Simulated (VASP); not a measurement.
The system is Si2Mo.

```
CELL_PARAMETERS angstrom
-1.60000 1.60000 3.93050
1.60000 -1.60000 3.93050
1.60000 1.60000 -3.93050
ATOMIC_POSITIONS crystal
Si 0.33300 0.33300 0.00000
Si 0.66700 0.66700 0.00000
Mo 0.00000 0.00000 0.00000
```

* Program: VASP 6.6.1
* Task: relaxation of cell and atoms
* Functional: PBE
* Potentials or basis: VASP PAW PBE potentials, release 64 (Si, Mo_sv)
* Cutoff: 520 eV
* k mesh: 18 × 18 × 18
* Occupations: gaussian, width 1 eV
* Spin: no spin polarisation

At the start: pressure 3.8 GPa; volume 13.42 Å³/atom.

Task: How do energy, volume and symmetry change on relaxing?

Result: Over 7 steps the energy falls by 3.5 meV/atom and the volume is 13.67 Å³/atom (+1.9 %); space group I4/mmm (No. 139, to 0.05 Å).

The path:
```
step  energy change (eV)  largest force (eV/Å)  pressure (GPa)  volume (Å³)
   1              0.0000                0.1426            3.79        40.25
   2              0.0081                0.0951           -5.03        42.13
   3             -0.0096                0.1175           -0.16        41.03
   4             -0.0104                0.0299           -0.04        41.02
   5             -0.0104                0.0001            0.01        41.01
   6             -0.0104                0.0025            0.01        41.01
   7             -0.0104                0.0020           -0.01        41.02
```

Final structure:
```cif
data_structure
_symmetry_space_group_name_H-M 'P 1'
_symmetry_Int_Tables_number 1
_cell_length_a 4.5672
_cell_length_b 4.5672
_cell_length_c 4.5672
_cell_angle_alpha 138.740
_cell_angle_beta 138.740
_cell_angle_gamma 59.772
_cell_volume 41.02
loop_
_atom_site_label
_atom_site_type_symbol
_atom_site_fract_x
_atom_site_fract_y
_atom_site_fract_z
_atom_site_occupancy
Si1 Si 0.33425 0.33425 0.00000 1
Si2 Si 0.66575 0.66575 0.00000 1
Mo1 Mo 0.00000 0.00000 0.00000 1
```
